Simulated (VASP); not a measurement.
Energy against volume of CuI (zinc blende). Level of theory: rev-vdW-DF2, VASP's PBE PAW potentials (set 64) (plane waves; VASP). Settings: 520 eV cut-off, 8×8×8 Γ-centred mesh, Gaussian smearing of 0.050 eV, potentials Cu I.

```tsv
V (Å³/atom)	E (eV/atom)
25.729	-0.63103
26.550	-0.64262
27.371	-0.64625
28.192	-0.64322
```

**Question.** Fit these four points and predict the energy of the run at 29.013 Å³/atom.

**Answer.** A cubic in V^(−2/3), the third-order Birch-Murnaghan form, passes through the four points with V0 = 27.38 Å³/atom and B0 = 43 GPa, and gives -0.6346 eV/atom there. The run gave -0.6347 eV/atom, -0.1 meV/atom from the fit; all five points give B0 = 43 GPa.

The compound is CuI in the zinc blende structure. It was relaxed first.
